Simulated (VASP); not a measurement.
Output of a VASP run:

File OSZICAR:
```
...
DAV:   1    -0.270316730238E+02    0.63270E-02   -0.38048E-03  8356   0.812E-01    0.195E-01
DAV:   2    -0.270315264252E+02    0.14660E-03   -0.76779E-04  8237   0.253E-01    0.241E-02
DAV:   3    -0.270315136533E+02    0.12772E-04   -0.27117E-05  7894   0.412E-02    0.133E-02
DAV:   4    -0.270315101203E+02    0.35330E-05   -0.64567E-06  8846   0.253E-02    0.124E-02
DAV:   5    -0.270315099440E+02    0.17627E-06   -0.80582E-07  3947   0.993E-03
   4 F= -.20333998E+02 E0= -.20333833E+02  d E =-.342045E-01
       N       E                     dE             d eps       ncg     rms          rms(c)
DAV:   1    -0.270276402106E+02    0.38699E-02   -0.13681E-03  8286   0.488E-01    0.117E-01
DAV:   2    -0.270275876944E+02    0.52516E-04   -0.27264E-04  8181   0.151E-01    0.145E-02
DAV:   3    -0.270275831231E+02    0.45713E-05   -0.96831E-06  7992   0.249E-02    0.795E-03
DAV:   4    -0.270275818550E+02    0.12681E-05   -0.21998E-06  5312   0.151E-02    0.760E-03
DAV:   5    -0.270275817958E+02    0.59250E-07   -0.41621E-07  3765   0.766E-03
   5 F= -.20333990E+02 E0= -.20333824E+02  d E =-.341959E-01
       N       E                     dE             d eps       ncg     rms          rms(c)
DAV:   1    -0.270253511511E+02    0.22307E-02   -0.56689E-02  8287   0.248E+00    0.217E-01
DAV:   2    -0.270241886788E+02    0.11625E-02   -0.22405E-03  9133   0.424E-01    0.112E-01
DAV:   3    -0.270238267160E+02    0.36196E-03   -0.90919E-04  9196   0.246E-01    0.482E-02
DAV:   4    -0.270238233812E+02    0.33348E-05   -0.54038E-05  7992   0.582E-02    0.123E-02
DAV:   5    -0.270238225329E+02    0.84824E-06   -0.35195E-06  7989   0.167E-02
   6 F= -.20334485E+02 E0= -.20334294E+02  d E =-.495646E-03
       N       E                     dE             d eps       ncg     rms          rms(c)
DAV:   1    -0.270248622148E+02   -0.10388E-02   -0.26660E-03  8294   0.537E-01    0.482E-02
DAV:   2    -0.270248066082E+02    0.55607E-04   -0.10649E-04  9112   0.936E-02    0.245E-02
DAV:   3    -0.270247892753E+02    0.17333E-04   -0.42688E-05  9238   0.541E-02    0.103E-02
DAV:   4    -0.270247891017E+02    0.17358E-06   -0.25566E-06  7456   0.128E-02
   7 F= -.20334525E+02 E0= -.20334337E+02  d E =-.535650E-03
       N       E                     dE             d eps       ncg     rms          rms(c)
DAV:   1    -0.270365094600E+02   -0.11720E-01   -0.14425E-02  8181   0.148E+00    0.337E-01
DAV:   2    -0.270360791001E+02    0.43036E-03   -0.18758E-03  8209   0.419E-01    0.543E-02
DAV:   3    -0.270360233873E+02    0.55713E-04   -0.10251E-04  8650   0.852E-02    0.226E-02
DAV:   4    -0.270360121417E+02    0.11246E-04   -0.24000E-05  9014   0.485E-02    0.220E-02
DAV:   5    -0.270360115997E+02    0.54202E-06   -0.26614E-06  6928   0.161E-02
   8 F= -.20334503E+02 E0= -.20334312E+02  d E =0.226085E-04
       N       E                     dE             d eps       ncg     rms          rms(c)
DAV:   1    -0.270298011030E+02    0.62110E-02   -0.47383E-03  8153   0.846E-01    0.194E-01
DAV:   2    -0.270296611902E+02    0.13991E-03   -0.60598E-04  8209   0.239E-01    0.317E-02
DAV:   3    -0.270296427513E+02    0.18439E-04   -0.33352E-05  8566   0.488E-02    0.130E-02
DAV:   4    -0.270296390340E+02    0.37173E-05   -0.78613E-06  9021   0.278E-02    0.125E-02
DAV:   5    -0.270296388477E+02    0.18628E-06   -0.81387E-07  3996   0.909E-03
   9 F= -.20334559E+02 E0= -.20334370E+02  d E =-.335164E-04
```

File OUTCAR:
```
------------------------ aborting loop because EDIFF is reached ----------------------------------------
  FORCE on cell =-STRESS in cart. coord.  units (eV):
  Direction    XX          YY          ZZ          XY          YZ          ZX
  --------------------------------------------------------------------------------------
  Total        6.6845335      6.6845335      6.6601750      0.0000000      0.0000000     -0.0000000
  in kB      299.5274204    299.5274204    298.4359414      0.0000000      0.0000000     -0.0000000
  external PRESSURE =      -0.8364059 kB  Pullay stress =     300.0000000 kB
  volume of cell :       35.76
      direct lattice vectors                 reciprocal lattice vectors
    -1.537603677  1.537603677  3.780909564     0.000000000  0.325181324  0.132243311
     1.537603677 -1.537603677  3.780909564     0.325181324  0.000000000  0.132243311
     1.537603677  1.537603677 -3.780909564     0.325181324  0.325181324  0.000000000
 POSITION                                       TOTAL-FORCE (eV/Angst)
 -----------------------------------------------------------------------------------
      0.00000      0.00000      5.04255        -0.000000     -0.000000      0.007997
      0.00000      0.00000      2.51927         0.000000      0.000000     -0.007997
      0.00000      0.00000      0.00000        -0.000000     -0.000000     -0.000000
 -----------------------------------------------------------------------------------
    total drift:                               -0.000000      0.000000      0.000000
  FREE ENERGIE OF THE ION-ELECTRON SYSTEM (eV)
  ---------------------------------------------------
  free  energy   TOTEN  =       -27.0296388477 eV

  energy  without entropy=      -27.0290717883  energy(sigma->0) =      -27.02944983
  enthalpy is  TOTEN    =       -20.3345588421 eV   P V=        6.6950800056

 reached required accuracy - stopping structural energy minimisation
```
(Selected blocks of OUTCAR.)

**POSCAR**
```
WSi2
1
   -1.5541130701     1.5541130701     3.8117701329
    1.5541130701    -1.5541130701     3.8117701329
    1.5541130701     1.5541130701    -3.8117701329
Si W
2 1
Direct
  0.6663693604   0.6663693604   0.0000000000
  0.3336306396   0.3336306396   0.0000000000
  0.0000000000   0.0000000000   0.0000000000
```

Q: Reconstruct the remaining input files.

A: One answer among several that fit: the input of the run itself, LDA (Ceperley-Alder, Perdew-Zunger), plane waves, VASP's LDA PAW potentials (set 64).

KPOINTS:
```
Automatic mesh
0
Gamma
14 14 14
0 0 0
```

INCAR:
```
SYSTEM=WSi2
PREC=Accurate; ENCUT=500; LREAL=F
LASPH=T
EDIFF=1E-6; NELM=100; ALGO=Normal
LMAXMIX=6
ISMEAR=1; SIGMA=0.1
IBRION=2; NSW=40; ISIF=3
EDIFFG=-0.02; PSTRESS=300
LWAVE=F; LCHARG=F
```

POTCAR, in this order: Si W_sv (LDA.64 set). Program: vasp_std.

Energy and stress use the plane-wave basis of the starting cell.

The compound is WSi2 in the MoSi2 type structure. This run relaxes it under an external pressure of 30 GPa. Symmetry was kept, so distortions that lower it aren't found.
